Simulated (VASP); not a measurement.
Output of a VASP run:

### OSZICAR
```
       N       E                     dE             d eps       ncg     rms          rms(c)
DAV:   1     0.289557878861E+03    0.28956E+03   -0.15988E+04  2241   0.294E+03
DAV:   2     0.165788037508E+02   -0.27298E+03   -0.27019E+03  2008   0.564E+02
DAV:   3    -0.177101667402E+02   -0.34289E+02   -0.33864E+02  2364   0.159E+02
DAV:   4    -0.187872256726E+02   -0.10771E+01   -0.10672E+01  2272   0.304E+01
DAV:   5    -0.188042427013E+02   -0.17017E-01   -0.17007E-01  2429   0.426E+00    0.169E+01
DAV:   6    -0.207144417686E+02   -0.19102E+01   -0.66433E+01  2254   0.334E+01    0.178E+01
DAV:   7    -0.173336920419E+02    0.33807E+01   -0.41486E+01  2355   0.305E+01    0.540E+00
DAV:   8    -0.172801313024E+02    0.53561E-01   -0.10144E+00  2077   0.536E+00    0.228E+00
DAV:   9    -0.173296647456E+02   -0.49533E-01   -0.22462E-01  2288   0.166E+00    0.193E+00
DAV:  10    -0.173437354021E+02   -0.14071E-01   -0.60597E-02  2235   0.876E-01    0.890E-01
DAV:  11    -0.173450273707E+02   -0.12920E-02   -0.43827E-02  2312   0.770E-01    0.292E-01
DAV:  12    -0.173457184751E+02   -0.69110E-03   -0.45567E-03  2323   0.300E-01    0.143E-01
DAV:  13    -0.173459606869E+02   -0.24221E-03   -0.58887E-04  2254   0.175E-01    0.491E-02
DAV:  14    -0.173459850557E+02   -0.24369E-04   -0.14151E-04  2477   0.494E-02    0.263E-02
DAV:  15    -0.173459870458E+02   -0.19901E-05   -0.81793E-06  1840   0.176E-02    0.150E-02
DAV:  16    -0.173459889209E+02   -0.18751E-05   -0.73472E-06  1824   0.194E-02    0.451E-03
DAV:  17    -0.173459890395E+02   -0.11856E-06   -0.24971E-07  1085   0.354E-03
   1 F= -.17345989E+02 E0= -.17253584E+02  d E =-.184810E+00  mag=     2.0734
```

### OUTCAR
```
------------------------ aborting loop because EDIFF is reached ----------------------------------------
  FORCE on cell =-STRESS in cart. coord.  units (eV):
  Direction    XX          YY          ZZ          XY          YZ          ZX
  --------------------------------------------------------------------------------------
  Total       -0.4143292     -0.4143292     -0.4143292     -0.0000000      0.0000000     -0.0000000
  in kB      -11.9410912    -11.9410912    -11.9410912     -0.0000000      0.0000000     -0.0000000
  external PRESSURE =     -11.9410912 kB  Pullay stress =       0.0000000 kB
  volume of cell :       55.59
      direct lattice vectors                 reciprocal lattice vectors
     0.000000000  3.029196000  3.029196000    -0.165060300  0.165060300  0.165060300
     3.029196000  0.000000000  3.029196000     0.165060300 -0.165060300  0.165060300
     3.029196000  3.029196000  0.000000000     0.165060300  0.165060300 -0.165060300
 POSITION                                       TOTAL-FORCE (eV/Angst)
 -----------------------------------------------------------------------------------
      0.00000      0.00000      0.00000         0.000000     -0.000000      0.000000
      1.51460      1.51460      1.51460         0.000000      0.000000      0.000000
      4.54379      4.54379      4.54379        -0.000000     -0.000000     -0.000000
 -----------------------------------------------------------------------------------
    total drift:                               -0.000000      0.000000      0.000000
  FREE ENERGIE OF THE ION-ELECTRON SYSTEM (eV)
  ---------------------------------------------------
  free  energy   TOTEN  =       -17.3459890395 eV

  energy  without entropy=      -17.1611788725  energy(sigma->0) =      -17.25358396

 total charge

# of ion       s       p       d       tot
------------------------------------------
    1        2.260   6.148   3.143  11.551
    2        1.173   1.112  10.027  12.312
    3        1.173   1.112  10.027  12.312
--------------------------------------------------
tot          4.606   8.372  23.197  36.175

 magnetization (x)

# of ion       s       p       d       tot
------------------------------------------
    1        0.037   0.022   1.800   1.859
    2       -0.012  -0.016   0.018  -0.010
    3       -0.012  -0.016   0.018  -0.010
--------------------------------------------------
tot          0.013  -0.010   1.836   1.839
```
(Selected blocks of OUTCAR.)

### POSCAR
```
VGe2
1
    0.0000000000     3.0291960000     3.0291960000
    3.0291960000     0.0000000000     3.0291960000
    3.0291960000     3.0291960000     0.0000000000
V Ge
1 2
Direct
  0.0000000000   0.0000000000   0.0000000000
  0.2500000000   0.2500000000   0.2500000000
  0.7500000000   0.7500000000   0.7500000000
```

Question: Write an INCAR and KPOINTS that could have produced this output.

Answer: This is not unique; one that fits is the input of the run itself, PBE GGA, plane waves, VASP's PBE PAW potentials (set 64).

KPOINTS:
```
Automatic mesh
0
Gamma
7 7 7
0 0 0
```

INCAR:
```
! general
SYSTEM  = VGe2
PREC    = Accurate
ENCUT   = 300
LREAL   = F   ! projection in real space or not
LASPH   = T

! electronic loop
EDIFF   = 1E-6   ! SCF stop (eV)
NELM    = 100   ! most electronic steps
ALGO    = Normal   ! blocked Davidson
LMAXMIX = 4

! smearing
ISMEAR  = -1   ! Fermi-Dirac
SIGMA   = 0.136   ! width (eV)

! functional
GGA     = PE

! spin
ISPIN   = 2
MAGMOM  = 2.0 0.0 0.0

! ions
ISIF    = 2   ! forces and stress, cell fixed

! output
LWAVE   = F
LCHARG  = F
LORBIT  = 11   ! lm-projected
```

POTCAR, in this order: V_sv Ge_d (PBE.64 set). Program: vasp_std.

At this cut-off the stress carries a Pulay error, which pulls relaxed volumes low.

The structure was generated: VGe2 was put into an ordered model structure, which need not be its known phase. The cell was not relaxed at this level.
